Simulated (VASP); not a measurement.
# K2CdSe2O6: structure and properties in VASP

Wanted: the relaxed cell of K2CdSe2O6 and its properties. The steps: relaxing cell and atoms (vdW-DF2), second relaxation, density, ELF and potential (vdW-DF2) and bands along the symmetry lines (vdW-DF2). The start is a cell from a database of measured crystal structures.

Program: VASP 6.6.1. Level of theory: vdW-DF2; plane waves and PAW (Cd, Se, K_sv, O). Results are calculated unless marked as measured.

Most raw output is cut from this account.

### 1. The structure

Before any relaxation, the start is as follows. It takes space group R-3m (No. 166, trigonal). The conventional cell has a = 5.698 Å, b = 5.698 Å, c = 18.949 Å, α = 90.00°, β = 90.00°, γ = 120.00°. Nearest to Cd lie 6 O at 2.32 Å. Nearest to Se lie 3 O at 1.69 Å. Nearest to K lie 9 O at 2.82 to 3.05 Å. Nearest to O lie 1 Se at 1.69 Å and 1 Cd at 2.32 Å and 3 K at 2.82 to 3.05 Å. Farther neighbours and most contacts between anions are not listed.

### 2. Relaxing cell and atoms (vdW-DF2)

The start need not lie at this functional's minimum. ISIF = 3 frees volume, shape and positions, and EDIFFG sets the threshold on forces and stress at which the search stops. vdW-DF2 was tuned for molecules and tends to expand solids. LUSE_VDW switches on a nonlocal correlation term for dispersion.

The input, INCAR:

```
SYSTEM = K2CdSe2O6
PREC = Accurate
ENCUT = 520
EDIFF = 1E-06
NELM = 100
ISMEAR = 0
SIGMA = 0.05
LREAL = .FALSE.
ALGO = Normal
GGA = ML
AGGAC = 0
LUSE_VDW = .TRUE.
ZAB_VDW = -1.8867
LASPH = .TRUE.
NBANDS = 50
LORBIT = 11
LWAVE = .FALSE.
LCHARG = .FALSE.
KPAR = 4
IBRION = 2
NSW = 60
ISIF = 3
EDIFFG = -0.01
```

The input, POSCAR:

```
K2CdSe2O6
1.0
    2.8487500000      1.6447265794      6.3162000000
   -2.8487500000      1.6447265794      6.3162000000
    0.0000000000     -3.2894531587      6.3162000000
Cd Se K O
1 2 2 6
Direct
    0.0000000000      0.0000000000      0.0000000000
    0.3760333333      0.3760333333      0.3760333333
    0.6239666667      0.6239666667      0.6239666667
    0.1960733333      0.1960733333      0.1960733333
    0.8039266667      0.8039266667      0.8039266667
    0.2580400000      0.2580400000      0.7237400000
    0.7237400000      0.2580400000      0.2580400000
    0.2580400000      0.7237400000      0.2580400000
    0.2762600000      0.7419600000      0.7419600000
    0.7419600000      0.7419600000      0.2762600000
    0.7419600000      0.2762600000      0.7419600000
```

The input, KPOINTS:

```
Automatic mesh
0
Gamma
6 6 6
0 0 0
```

The projector-augmented-wave data sets are Cd, Se, K_sv and O (PBE family, release 64).

The run is started by

```
$ mpirun -np 4 vasp_std
```

The job ended after 63 min (4 MPI ranks of Intel Xeon 6975P-C (Granite Rapids), shared host; peak memory 5.3 GiB).

The gap is read on the k-mesh alone, so it is an upper bound where the band edges lie off the mesh. The PAW data sets were made with PBE, which is usual practice but a small mismatch for other functionals. The run keeps the 12 symmetry operations of its start, so it cannot find a distortion of lower symmetry.

Step by step (22 of 25):

```
step  energy less that of the first step (eV)  largest force (eV/Å)  pressure (GPa)  volume (Å³)
   1                                   0.0000                2.5117            9.86       177.56
   2                                   1.2739                5.0279           -8.77       204.29
   3                                  -0.4889                0.9852            1.38       185.62
   4                                  -0.4907                0.8479            1.72       185.21
   6                                  -0.5688                0.2837            0.47       190.39
   7                                  -0.5774                0.0962           -0.10       192.90
   8                                  -0.5801                0.0880            0.05       192.71
   9                                  -0.5808                0.1212            0.17       192.57
  10                                  -0.5823                0.0755            0.02       192.66
  11                                  -0.5829                0.1731           -0.21       192.80
  12                                  -0.5841                0.1541           -0.19       192.66
  14                                  -0.5859                0.0848           -0.13       192.17
  15                                  -0.5864                0.0377            0.05       191.96
  16                                  -0.5864                0.0350            0.04       191.98
  17                                  -0.5866                0.0179            0.00       191.98
  18                                  -0.5866                0.0173           -0.02       191.99
  19                                  -0.5866                0.0175           -0.02       191.98
  20                                  -0.5866                0.0179           -0.02       191.98
  22                                  -0.5867                0.0178           -0.01       191.84
  23                                  -0.5867                0.0253           -0.01       191.79
  24                                  -0.5867                0.0175            0.01       191.76
  25                                  -0.5867                0.0078            0.05       191.70
```

```
conventional cell, symmetrised  before   after  change
                         a (Å)   5.698   5.869  +3.0 %
                         b (Å)   5.698   5.869  +3.0 %
                         c (Å)  18.949  19.278  +1.7 %
              volume (Å³/atom)   16.14   17.43  +8.0 %
```

The atoms that moved most (Å, as changes of fractional coordinates times the final cell):

```
atom      dx      dy      dz  length
  O6   0.000  -0.019   0.044   0.048
 O10   0.000   0.019  -0.044   0.048
  O8  -0.017   0.010   0.044   0.048
  O7   0.017   0.010   0.044   0.048
  O9  -0.017  -0.010  -0.044   0.048
 O11   0.017  -0.010  -0.044   0.048
 Se3   0.000   0.000  -0.030   0.030
 Se2   0.000   0.000   0.030   0.030
```

Final coordinates:

```xyz
11
Lattice="2.9346 1.6943 6.4259 -2.9346 1.6943 6.4259 0.0000 -3.3886 6.4259" Properties=species:S:1:pos:R:3 pbc="T T T"
Cd    0.0000    0.0000    0.0000
Se    0.0000    0.0000    7.2790
Se    0.0000    0.0000   11.9986
K     0.0000    0.0000    3.7619
K     0.0000    0.0000   15.5157
O     0.0000   -1.5972    8.0113
O     1.3832    0.7986    8.0113
O    -1.3832    0.7986    8.0113
O    -1.3832   -0.7986   11.2663
O     0.0000    1.5972   11.2663
O     1.3832   -0.7986   11.2663
```

This step gave:

```
electrons                       : 78
bands                           : 50
irreducible k-points            : 32
symmetry operations             : 12
free energy (TOTEN)             : -32.60 eV
Fermi energy                    : 0.1156 eV
pressure                        : 0.04522 GPa
metallic                        : no
valence top at k                : -0.3333, 0.3333, 0
conduction bottom at k          : 0, 0, 0
least direct gap at k           : 0, 0, 0
SCF cycles over all ionic steps : 155
gap on the k-mesh               : 3.270 eV
least direct gap on the k-mesh  : 3.403 eV
```

It ends with a largest force of 0.008 eV/Å and a pressure of 0.05 GPa. The volume lies +8.0 % from that of the database's start.

### 3. Second relaxation

The basis stayed that of the start cell while the cell moved. A rerun from the cell reached resets it; the error of the finite cutoff stays.

INCAR is that of step 2.

The input, POSCAR:

```
K2CdSe2O6
1.0
    2.9346185029      1.6943027827      6.4258513764
   -2.9346185029      1.6943027827      6.4258513764
    0.0000000000     -3.3886055652      6.4258513764
Cd Se K O
1 2 2 6
Direct
    0.0000000000      0.0000000000      0.0000000000
    0.3775890831      0.3775890831      0.3775890831
    0.6224109169      0.6224109169      0.6224109169
    0.1951422514      0.1951422514      0.1951422514
    0.8048577486      0.8048577486      0.8048577486
    0.2584601401      0.2584601401      0.7298072470
    0.7298072470      0.2584601401      0.2584601401
    0.2584601401      0.7298072470      0.2584601401
    0.2701927530      0.7415398599      0.7415398599
    0.7415398599      0.7415398599      0.2701927530
    0.7415398599      0.2701927530      0.7415398599
```

KPOINTS is that of step 2.

The run is started by

```
$ mpirun -np 4 vasp_std
```

It took 14 min on 4 MPI ranks; peak memory 5.3 GiB; 57 min of CPU time.

Little changed from the start: no atom moved by 0.005 Å and no cell edge by 0.1 %.

This step gave:

| Property | Result |
| --- | --- |
| free energy (TOTEN) | -32.61 eV |
| Fermi energy | 0.0973 eV |
| pressure | 0.01290 GPa |
| SCF cycles over all ionic steps | 37 |
| gap on the k-mesh | 3.245 eV |
| least direct gap on the k-mesh | 3.381 eV |

It ends with a largest force of 0.006 eV/Å and a pressure of 0.01 GPa.

### 4. Density, ELF and potential (vdW-DF2)

A single point on the relaxed cell gives a clean self-consistent state, with density, ELF and potential written out.

INCAR, as its differences from that of step 3:

```diff
@@ -17,7 +17,5 @@
 LWAVE = .FALSE.
-LCHARG = .FALSE.
-KPAR = 4
-IBRION = 2
-NSW = 60
-ISIF = 3
-EDIFFG = -0.01
+LCHARG = .TRUE.
+ISIF = 2
+LELF = .TRUE.
+LVHAR = .TRUE.
```

The input, POSCAR:

```
K2CdSe2O6
1.0
    2.9373868843      1.6959011085      6.4298409515
   -2.9373868843      1.6959011085      6.4298409515
    0.0000000000     -3.3918022167      6.4298409515
Cd Se K O
1 2 2 6
Direct
    0.0000000000      0.0000000000      0.0000000000
    0.3776609908      0.3776609908      0.3776609908
    0.6223390092      0.6223390092      0.6223390092
    0.1951673279      0.1951673279      0.1951673279
    0.8048326721      0.8048326721      0.8048326721
    0.2584799855      0.2584799855      0.7297424858
    0.7297424858      0.2584799855      0.2584799855
    0.2584799855      0.7297424858      0.2584799855
    0.2702575142      0.7415200145      0.7415200145
    0.7415200145      0.7415200145      0.2702575142
    0.7415200145      0.2702575142      0.7415200145
```

KPOINTS is that of step 3.

The run is started by

```
$ mpirun -np 4 vasp_std
```

Run time: 1.8 min. Hardware: 4 MPI ranks; peak memory 2.1 GiB.

Numbers from this step:

```yaml
scf_cycles: 14
bands: 52
fermi_energy: 0.1188 eV
pressure: 0.02694 GPa
least_direct_gap_on_the_k_mesh: 3.382 eV
```

Valence electrons inside each PAW sphere by angular momentum. Sphere charges, by row:

```
atom  s (e)  p (e)  d (e)  tot (e)
 Cd1  0.296  0.207  9.642    10.14
 Se2  1.476  1.982  0.323     3.78
 Se3  1.476  1.982  0.323     3.78
  K4   1.95  5.521  0.022    7.493
  K5   1.95  5.521  0.022    7.493
  O6  1.579  3.402      0    4.981
  O7  1.579  3.402      0    4.981
  O8  1.579  3.402      0    4.981
  O9  1.579  3.402      0    4.981
 O10  1.579  3.402      0    4.981
 O11  1.579  3.402      0    4.981
```

ELF in the ac plane of the conventional cell at fractional y = 0.000, with atoms of Cd and Se and K and O within 0.2 Å of it. It is the smooth field of the valence electrons, not physical close to the nuclei.

Values, 24 rows by 16 columns, each cell a mean:
```
0.09 0.15 0.19 0.13 0.17 0.15 0.09 0.05 0.04 0.06 0.12 0.17 0.14 0.16 0.19 0.10
0.11 0.09 0.18 0.47 0.66 0.62 0.36 0.10 0.06 0.23 0.53 0.67 0.58 0.30 0.11 0.10
0.05 0.04 0.15 0.43 0.61 0.55 0.27 0.05 0.03 0.15 0.44 0.61 0.53 0.27 0.07 0.04
0.65 0.55 0.32 0.09 0.09 0.08 0.03 0.02 0.01 0.02 0.05 0.09 0.07 0.20 0.46 0.62
0.54 0.77 0.77 0.32 0.03 0.14 0.35 0.46 0.48 0.41 0.24 0.05 0.12 0.62 0.81 0.64
0.72 0.70 0.47 0.10 0.14 0.59 0.82 0.80 0.74 0.84 0.73 0.32 0.05 0.29 0.63 0.73
0.22 0.16 0.06 0.02 0.17 0.52 0.74 0.75 0.72 0.77 0.64 0.33 0.05 0.03 0.12 0.20
0.90 0.84 0.57 0.16 0.04 0.09 0.18 0.25 0.26 0.21 0.13 0.05 0.07 0.37 0.75 0.89
0.85 0.85 0.69 0.33 0.20 0.16 0.08 0.03 0.03 0.05 0.12 0.18 0.24 0.53 0.82 0.86
0.61 0.65 0.59 0.58 0.65 0.61 0.35 0.07 0.03 0.20 0.53 0.66 0.61 0.57 0.64 0.63
0.27 0.25 0.34 0.56 0.66 0.55 0.24 0.04 0.02 0.12 0.43 0.64 0.63 0.44 0.27 0.26
0.02 0.03 0.06 0.12 0.14 0.08 0.02 0.01 0.01 0.01 0.05 0.12 0.14 0.09 0.04 0.02
0.03 0.04 0.10 0.21 0.24 0.15 0.04 0.01 0.01 0.02 0.09 0.22 0.24 0.15 0.06 0.03
0.38 0.35 0.41 0.60 0.71 0.62 0.31 0.05 0.02 0.16 0.51 0.70 0.67 0.49 0.36 0.37
0.62 0.69 0.61 0.52 0.57 0.54 0.30 0.06 0.03 0.17 0.45 0.58 0.54 0.55 0.67 0.65
0.92 0.90 0.72 0.30 0.13 0.09 0.05 0.04 0.04 0.04 0.07 0.11 0.19 0.54 0.85 0.91
0.78 0.70 0.43 0.11 0.05 0.15 0.29 0.38 0.40 0.34 0.21 0.08 0.05 0.27 0.61 0.76
0.25 0.19 0.07 0.02 0.20 0.59 0.80 0.76 0.69 0.81 0.71 0.38 0.05 0.04 0.14 0.24
0.72 0.76 0.59 0.15 0.10 0.51 0.78 0.81 0.79 0.82 0.67 0.25 0.06 0.40 0.73 0.75
0.58 0.77 0.75 0.29 0.02 0.08 0.21 0.30 0.32 0.26 0.14 0.03 0.11 0.59 0.81 0.67
0.51 0.39 0.19 0.10 0.17 0.15 0.05 0.01 0.01 0.03 0.10 0.18 0.13 0.12 0.30 0.47
0.02 0.04 0.20 0.51 0.68 0.62 0.34 0.07 0.03 0.19 0.52 0.68 0.61 0.33 0.08 0.03
0.14 0.12 0.16 0.38 0.58 0.54 0.31 0.10 0.06 0.20 0.45 0.59 0.49 0.24 0.12 0.14
0.05 0.12 0.21 0.13 0.11 0.09 0.05 0.03 0.03 0.04 0.07 0.10 0.11 0.18 0.18 0.06
```
Columns run along a (5.9 Å), rows up along c (19.3 Å), edges of the conventional cell, whose origin can differ from the input's. Atoms in or near the plane, at fractional coordinates: Cd at (0.00, 0.00), Se at (0.00, 0.38), Se at (0.00, 0.62), K at (0.00, 0.20), K at (0.00, 0.80), O at (0.51, 0.75), O at (0.49, 0.25).

Valence density in the ac plane of the conventional cell at fractional y = 0.000, with atoms of Cd and Se and K and O within 0.2 Å of it. It is the smooth field of the valence electrons, not physical close to the nuclei.

Values in units of 1e0 e/Å³, 24 rows by 16 columns, each cell a mean:
```
4.6 2.5 0.7 0.2 0.1 0.1 0.1 0.0 0.0 0.0 0.1 0.1 0.1 0.4 1.5 3.8
0.2 0.2 0.2 0.3 0.3 0.3 0.1 0.1 0.1 0.1 0.2 0.3 0.3 0.2 0.2 0.2
0.0 0.1 0.1 0.2 0.2 0.2 0.1 0.0 0.0 0.1 0.1 0.2 0.2 0.1 0.1 0.0
1.1 0.7 0.2 0.1 0.0 0.0 0.0 0.0 0.0 0.0 0.0 0.0 0.1 0.1 0.4 1.0
4.2 2.9 0.9 0.2 0.0 0.0 0.1 0.2 0.2 0.2 0.1 0.0 0.1 0.4 2.0 3.8
1.7 1.0 0.3 0.1 0.1 0.2 1.1 3.7 4.6 2.1 0.5 0.1 0.1 0.2 0.7 1.5
0.1 0.1 0.0 0.0 0.1 0.2 0.9 2.8 3.5 1.7 0.4 0.1 0.0 0.0 0.0 0.1
0.4 0.3 0.1 0.1 0.0 0.1 0.1 0.2 0.2 0.1 0.1 0.0 0.0 0.1 0.2 0.4
0.6 0.7 0.5 0.2 0.1 0.1 0.0 0.0 0.0 0.0 0.1 0.1 0.2 0.4 0.7 0.7
0.4 0.7 0.7 0.6 0.5 0.3 0.1 0.0 0.0 0.1 0.2 0.4 0.6 0.7 0.7 0.5
0.2 0.2 0.3 0.4 0.3 0.2 0.1 0.0 0.0 0.1 0.1 0.3 0.4 0.3 0.2 0.2
0.0 0.0 0.0 0.0 0.0 0.0 0.0 0.0 0.0 0.0 0.0 0.0 0.0 0.0 0.0 0.0
0.0 0.0 0.1 0.1 0.1 0.0 0.0 0.0 0.0 0.0 0.0 0.1 0.1 0.1 0.0 0.0
0.3 0.3 0.4 0.5 0.4 0.2 0.1 0.0 0.0 0.1 0.2 0.4 0.5 0.4 0.3 0.3
0.3 0.7 0.7 0.5 0.4 0.2 0.1 0.0 0.0 0.1 0.2 0.3 0.5 0.6 0.7 0.4
0.7 0.7 0.4 0.2 0.1 0.1 0.0 0.0 0.0 0.0 0.0 0.1 0.1 0.3 0.6 0.8
0.3 0.2 0.1 0.0 0.0 0.1 0.2 0.3 0.3 0.2 0.1 0.0 0.0 0.1 0.1 0.2
0.1 0.1 0.0 0.0 0.1 0.3 1.2 4.0 4.9 2.3 0.5 0.1 0.0 0.0 0.1 0.1
2.5 1.6 0.5 0.1 0.1 0.2 0.8 2.5 3.2 1.5 0.4 0.1 0.1 0.2 1.0 2.2
3.9 2.7 0.9 0.1 0.0 0.0 0.1 0.1 0.1 0.1 0.0 0.0 0.1 0.4 1.8 3.5
0.6 0.3 0.1 0.1 0.1 0.0 0.0 0.0 0.0 0.0 0.0 0.1 0.1 0.1 0.2 0.5
0.0 0.1 0.1 0.2 0.3 0.2 0.1 0.1 0.0 0.1 0.2 0.3 0.3 0.2 0.1 0.0
0.5 0.3 0.2 0.2 0.3 0.2 0.1 0.1 0.1 0.1 0.2 0.3 0.3 0.2 0.2 0.4
6.3 3.4 0.9 0.2 0.1 0.1 0.0 0.0 0.0 0.0 0.0 0.1 0.1 0.4 2.0 5.2
```
Columns run along a (5.9 Å), rows up along c (19.3 Å), edges of the conventional cell, whose origin can differ from the input's. Atoms in or near the plane, at fractional coordinates: Cd at (0.00, 0.00), Se at (0.00, 0.38), Se at (0.00, 0.62), K at (0.00, 0.20), K at (0.00, 0.80), O at (0.51, 0.75), O at (0.49, 0.25).

Electrostatic potential energy in the ac plane of the conventional cell at fractional y = 0.000, with atoms of Cd and Se and K and O within 0.2 Å of it. With pseudopotentials it is smooth inside the atoms' cores, unlike the true potential.

Ten even steps from '_' (-40 eV) to '@' (7 eV), each cell a mean:
```
****##%%@@@@@@@@@@@@@@@@@@##****
%%%%@@@@@@@@@@@@@@@@@@@@@@@@@@%%
@@@@@@@@@@@@@@@@@@@@@@@@@@@@@@@@
####%%@@@@@@@@@@@@@@@@@@@@%%%%##
==++##%%@@@@@@@@@@@@@@@@@@##**++
**##%%@@@@@@##::..++@@@@@@%%##**
@@@@@@@@@@@@%%==--**@@@@@@@@@@@@
##%%@@@@@@@@@@@@@@@@@@@@@@@@%%%%
..__++%%@@@@@@@@@@@@@@@@@@##::__
____++%%@@@@@@@@@@@@@@@@%%##::__
##%%@@@@@@@@@@@@@@@@@@@@@@@@%%%%
@@@@@@@@@@@@@@@@@@@@@@@@@@@@@@@@
@@@@@@@@@@@@@@@@@@@@@@@@@@@@@@@@
**##%%@@@@@@@@@@@@@@@@@@@@%%%%**
..__==%%@@@@@@@@@@@@@@@@%%**..__
..::**%%@@@@@@@@@@@@@@@@@@##--..
%%%%@@@@@@@@@@@@@@@@@@@@@@@@@@%%
%%@@@@@@@@@@##::..==@@@@@@@@@@%%
****##@@@@@@%%==--**@@@@@@%%##**
++**##%%@@@@@@@@@@@@@@@@@@##**++
##%%%%@@@@@@@@@@@@@@@@@@@@@@%%%%
@@@@@@@@@@@@@@@@@@@@@@@@@@@@@@@@
##%%@@@@@@@@@@@@@@@@@@@@@@@@%%%%
******%%@@@@@@@@@@@@@@@@@@##****
```
Columns run along a (5.9 Å; values clipped at the 3rd and 97th percentile), rows up along c (19.3 Å), edges of the conventional cell, whose origin can differ from the input's. Atoms in or near the plane, at fractional coordinates: Cd at (0.00, 0.00), Se at (0.00, 0.38), Se at (0.00, 0.62), K at (0.00, 0.20), K at (0.00, 0.80), O at (0.51, 0.75), O at (0.49, 0.25).

In this run the pressure is 0.03 GPa, small enough to go on.

### 5. Bands along the symmetry lines (vdW-DF2)

Levels along the symmetry lines show where the bands peak and cross; KPOINTS_OPT computes them in the converged potential.

INCAR, as its differences from that of step 4:

```diff
@@ -14,8 +14,6 @@
 LASPH = .TRUE.
-NBANDS = 50
+NBANDS = 65
 LORBIT = 11
 LWAVE = .FALSE.
-LCHARG = .TRUE.
-ISIF = 2
-LELF = .TRUE.
-LVHAR = .TRUE.
+LCHARG = .FALSE.
+KPAR = 4
```

POSCAR is that of step 4.

KPOINTS is that of step 4.

The input, KPOINTS_OPT:

```
Line mode
12
Line-mode
Reciprocal
  0.00000000   0.00000000   0.00000000 GAMMA
  0.50000000   0.00000000   0.00000000 L

  0.50000000   0.00000000   0.00000000 L
  0.50000000   0.21304438  -0.21304438 B1

  0.78695562   0.50000000   0.21304438 B
  0.50000000   0.50000000   0.50000000 Z

  0.50000000   0.50000000   0.50000000 Z
  0.00000000   0.00000000   0.00000000 GAMMA

  0.00000000   0.00000000   0.00000000 GAMMA
  0.35652219   0.00000000  -0.35652219 X

  0.64347781   0.35652219   0.00000000 Q
  0.50000000   0.50000000   0.00000000 F

  0.50000000   0.50000000   0.00000000 F
  0.64347781   0.64347781   0.21304438 P1

  0.64347781   0.64347781   0.21304438 P1
  0.50000000   0.50000000   0.50000000 Z

  0.50000000   0.00000000   0.00000000 L
  0.78695562   0.35652219   0.35652219 P
```

The run is started by

```
$ mpirun -np 4 vasp_std
```

The job ended after 4.8 min (4 MPI ranks).

The run was cut off at its time limit.

The self-consistent loop had finished, and the limit fell in the path of KPOINTS_OPT; fewer path points or more time would be the way on.

### 6. Summary of results

```yaml
relaxed_volume: 17.47 Å³/atom
relaxed_conventional_cell_a_b_c: 5.875, 5.875, 19.290 Å; angles 90.0, 90.0, 120.0°
space_group_after_relaxing_within_0p02_a: R-3m (No. 166)
```

**Reading.** With vdW-DF2, K2CdSe2O6 relaxes to 17.47 Å³/atom in space group R-3m (held by the symmetry of the run). Against the listed cell the volume lies +8.2 % (a +3.1 %, c +1.8 %). Not obtained: bands along the symmetry lines (vdW-DF2), because the run hit its time limit. Semilocal functionals usually underestimate gaps. Spin-orbit coupling is left out; it would split some degenerate bands. No search among competing phases was made, and a listed structure need not be the one stable at ambient conditions. All values are for a static lattice at zero temperature.

[Lines on the potential files, build, host, timing and source positions are cut from VASP's logs without a mark.]

[Logs are printed without paths, hosts, clocks, repeated set-up lines and the standing remarks that a program may print on its own settings, such as how far it seeks lower states.]

[Hosts, paths, dates, database ids (printed as entryN), source tags and the programs' standing remarks are cut or masked in the printed files.]

[A measured line is paired with the nearest computed mode of its activity, which favours agreement.]
